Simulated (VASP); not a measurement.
Input:

```
KTaO3
1.0
    3.99382     0.00000     0.00000
    0.00000     3.99382     0.00000
    0.00000     0.00000     3.99382
K Ta O
1 1 3
Cartesian
  0.00000   0.00000   0.00000
  1.99691   1.99691   1.99691
  1.99691   0.00000   1.99691
  0.00000   1.99691   1.99691
  1.99691   1.99691   0.00000
```

Level of theory: PBE GGA, VASP's PBE PAW potentials (set 64) (plane waves; VASP). Run with 620 eV cut-off, 6×6×6 Γ-centred mesh, Gaussian smearing of 0.050 eV, potentials K_sv Ta_pv O.

Energy and stress use the plane-wave basis of the starting cell.

Problem. The ions, cell shape and volume at an external pressure of 10.0 GPa are relaxed. Which structure does the run end with?

Solution. 
```
KTaO3
1.0
    3.96404     0.00000     0.00000
    0.00000     3.96404     0.00000
    0.00000     0.00000     3.96404
K Ta O
1 1 3
Direct
  0.00000   0.00000   0.00000
  0.50000   0.50000   0.50000
  0.50000   0.00000   0.50000
  0.00000   0.50000   0.50000
  0.50000   0.50000   0.00000
```
Space group Pm-3m (221), at a tolerance of 0.03 Å.

Problem. How do energy and volume change from the first to the last step?

Solution. The energy (σ→0) changes by +13.1 meV/atom and the volume by -2.2 %, in 3 ionic steps.

The compound is KTaO3 in the cubic perovskite structure. This run relaxes it under an external pressure of 10 GPa. Symmetry was kept, so distortions that lower it aren't found.
